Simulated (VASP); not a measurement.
Write the native input for VASP 6.6.1 that does the following.

```
Task                               : single point
Functional                         : r2SCAN0
Dispersion                         : D4
Potentials or basis                : VASP PAW PBE potentials, release 64 (F, Sb, Cl)
Cutoff                             : 520 eV
k mesh                             : 1 × 1 × 1
Occupations                        : gaussian, width 0.01 eV
Spin                               : no spin polarisation
Grid for exact exchange (PRECFOCK) : Normal
Exchange at q = 0                  : truncated
Further INCAR settings             : ALGO = Normal; EDIFF = 1e-06; NBANDS = 21
```

FSbCl2, in a box:

```
CELL_PARAMETERS angstrom
12.00000 0.00000 0.00000
0.00000 11.00000 0.00000
0.00000 0.00000 12.00000
ATOMIC_POSITIONS crystal
F 0.37798 0.45348 0.61992
Sb 0.48333 0.56786 0.56577
Cl 0.62419 0.42693 0.53298
Cl 0.41173 0.57689 0.38575
```

The input as run:

POSCAR

```
SbCl2F
1.0
   12.0000000000      0.0000000000      0.0000000000
    0.0000000000     11.0000000000      0.0000000000
    0.0000000000      0.0000000000     12.0000000000
F Sb Cl
1 1 2
Cartesian
    4.5357000000      4.9882499700      7.4390000400
    5.7999999600      6.2464499900      6.7892000400
    7.4903000400      4.6962500200      6.3957999600
    4.9407000000      6.3457499600      4.6290000000
```

INCAR.step1

```
PREC = Accurate ; ENCUT = 520
EDIFF = 1E-5 ; ISMEAR = 0
SIGMA = 0.01 ; LREAL = False
LASPH = True ; NELM = 60
ALGO = Normal ; ISIF = 2
LWAVE = True ; LCHARG = False
NBANDS = 21 ; GGA = PE
```

INCAR.step2

```
PREC = Accurate ; ENCUT = 520
EDIFF = 1E-6 ; ISMEAR = 0
SIGMA = 0.01 ; LREAL = False
LASPH = True ; NELM = 60
ALGO = Normal ; ISIF = 2
LWAVE = False ; LCHARG = False
METAGGA = R2SCAN ; LHFCALC = True
AEXX = 0.25 ; LMIXTAU = True
PRECFOCK = Normal ; HFRCUT = -1
IVDW = 13 ; VDW_S6 = 1.0
VDW_S8 = 0.8992 ; VDW_A1 = 0.4778
VDW_A2 = 5.8779 ; NBANDS = 21
ISTART = 1
```

KPOINTS

```
regular mesh
0
Gamma
  1 1 1
```

Potentials or basis: VASP PAW PBE potentials, release 64 (F, Sb, Cl).

Run with:

```bash
$ cat potpaw_PBE.64/F/POTCAR potpaw_PBE.64/Sb/POTCAR potpaw_PBE.64/Cl/POTCAR > POTCAR
$ cp INCAR.step1 INCAR
$ mpirun -np 1 vasp_gam > vasp.out
$ cp INCAR.step2 INCAR
$ mpirun -np 1 vasp_gam > vasp.out
```

Results of the run:

| Quantity | Value |
| --- | --- |
| Largest force | 0.354 eV/Å |
| Gap between the frontier levels | 7.16 eV |
| Dispersion energy per atom | -0.010 eV |

Caveat: the PAW data sets were made with another functional, which shifts forces and pressure a little; spin-orbit coupling is left out, which moves the levels of the heavy elements.

It took 22 min on 1 thread of Intel(R) Xeon(R) Platinum 8488C (Sapphire Rapids) (shared host), peak memory 1.4 GiB.
